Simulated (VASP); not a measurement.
Level of theory: optB86b-vdW, VASP's PBE PAW potentials (set 64) (plane waves; VASP 6.6.1).

Input for VASP

File KPOINTS:
```
Automatic mesh
0
Gamma
10 10 10
0 0 0
```

POSCAR:
```
LiCl
3.6016910
  0.0000000000   0.7071067057   0.7071067057
  0.7071067057   0.0000000000   0.7071067057
  0.7071067057   0.7071067057   0.0000000000
Li Cl
1 1
Direct
  0.0000000000   0.0000000000   0.0000000000
  0.5000000000   0.5000000000   0.5000000000
```

INCAR:
```
# general
SYSTEM   = LiCl
PREC     = Accurate
ENCUT    = 520
LREAL    = .FALSE.
LASPH    = .TRUE.

# electronic loop
EDIFF    = 1E-7
NELM     = 100
ALGO     = Normal

# smearing
ISMEAR   = -5

# functional
GGA      = MK
LUSE_VDW = .TRUE.
AGGAC    = 0.0
PARAM1   = 0.1234
PARAM2   = 1.0

# ions
ISIF     = 2

# output
LWAVE    = .FALSE.
LCHARG   = .TRUE.
LORBIT   = 11
NEDOS    = 601
```

POTCAR, in this order: Li_sv Cl (PBE.64 set). Program: vasp_std.

Output of the run:

### OSZICAR
```
       N       E                     dE             d eps       ncg     rms          rms(c)
DAV:   1     0.440144849244E+02    0.44014E+02   -0.41538E+03   846   0.100E+03
DAV:   2    -0.312492617058E+01   -0.47139E+02   -0.46329E+02  1122   0.164E+02
DAV:   3    -0.500092544692E+01   -0.18760E+01   -0.18740E+01  1062   0.387E+01
DAV:   4    -0.504347577304E+01   -0.42550E-01   -0.42499E-01  1321   0.572E+00
DAV:   5    -0.504424756233E+01   -0.77179E-03   -0.77176E-03  1117   0.614E-01    0.231E+00
DAV:   6    -0.497554126658E+01    0.68706E-01   -0.16861E-01   933   0.245E+00    0.165E+00
DAV:   7    -0.497940225223E+01   -0.38610E-02   -0.56028E-02  1207   0.159E+00    0.888E-01
DAV:   8    -0.498394326124E+01   -0.45410E-02   -0.95277E-03   922   0.886E-01    0.143E-01
DAV:   9    -0.498392247551E+01    0.20786E-04   -0.42797E-04  1158   0.186E-01    0.407E-02
DAV:  10    -0.498399087433E+01   -0.68399E-04   -0.10901E-04   922   0.106E-01    0.138E-02
DAV:  11    -0.498399591769E+01   -0.50434E-05   -0.41085E-06  1286   0.239E-02    0.412E-03
DAV:  12    -0.498399672392E+01   -0.80623E-06   -0.54426E-07   951   0.741E-03    0.121E-03
DAV:  13    -0.498399668263E+01    0.41294E-07   -0.48862E-08   797   0.243E-03
   1 F= -.49839967E+01 E0= -.49839967E+01  d E =0.000000E+00
```

### OUTCAR
```
------------------------ aborting loop because EDIFF is reached ----------------------------------------
  FORCE on cell =-STRESS in cart. coord.  units (eV):
  Direction    XX          YY          ZZ          XY          YZ          ZX
  --------------------------------------------------------------------------------------
  Total       -0.0072364     -0.0072364     -0.0072364      0.0000000     -0.0000000     -0.0000000
  in kB       -0.3509350     -0.3509350     -0.3509350      0.0000000     -0.0000000     -0.0000000
  external PRESSURE =      -0.3509350 kB  Pullay stress =       0.0000000 kB
  volume of cell :       33.04
      direct lattice vectors                 reciprocal lattice vectors
     0.000000000  2.546779858  2.546779858    -0.196326352  0.196326352  0.196326352
     2.546779858  0.000000000  2.546779858     0.196326352 -0.196326352  0.196326352
     2.546779858  2.546779858  0.000000000     0.196326352  0.196326352 -0.196326352
  FREE ENERGIE OF THE ION-ELECTRON SYSTEM (eV)
  ---------------------------------------------------
  free  energy   TOTEN  =        -4.9839966826 eV

  energy  without entropy=       -4.9839966826  energy(sigma->0) =       -4.98399668

 total charge

# of ion       s       p       d       tot
------------------------------------------
    1        2.007   0.040   0.000   2.047
    2        1.594   3.589   0.000   5.183
--------------------------------------------------
tot          3.601   3.629   0.000   7.230
```
(Selected blocks of OUTCAR.)

The compound is LiCl in the rock salt structure. It was relaxed first.
